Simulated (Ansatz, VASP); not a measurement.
# Ti3As2: VASP beside Ansatz

```
CELL_PARAMETERS angstrom
4.00360 0.00000 0.00000
-2.00180 3.46722 0.00000
0.00000 0.00000 6.41933
ATOMIC_POSITIONS crystal
Ti 0.00000 0.00000 0.00000
Ti 0.33333 0.66667 0.63748
Ti 0.66667 0.33333 0.36252
As 0.33333 0.66667 0.21627
As 0.66667 0.33333 0.78373
```

Alike in both runs: functional PBE; k mesh 6 × 6 × 4; occupations gaussian, width 0.1 eV; no spin polarisation.

Ansatz relaxed the structure, and its values are those at the end. VASP's run is a single point on that final structure, the one shown.

|  | VASP | Ansatz |
| --- | --- | --- |
| version | VASP 6.6.1 | Ansatz 0.2.0 |
| potentials or method | VASP PAW PBE potentials, release 64 (Ti_sv, As) | scalar-relativistic, plane waves, PAW |
| plane-wave cutoff (eV) | 520 | 420 |
| valence electrons in the cell | 46 | 66 |

|  | VASP | Ansatz | Ansatz less VASP |
| --- | --- | --- | --- |
| gap on the k mesh at the Fermi level (eV) | none | none | - |
| pressure (GPa) | 0.2 | 0.0 | -0.22 |
| rms of the force components (eV/Å) | 0.012 | 0.007 | -0.0050 |

A gap of «none» marks a metal or a gap that the smearing closes. The functional is the same, so the differences come from potentials, cutoffs and numerics. The two sets of potentials don't hold the same shells in valence.
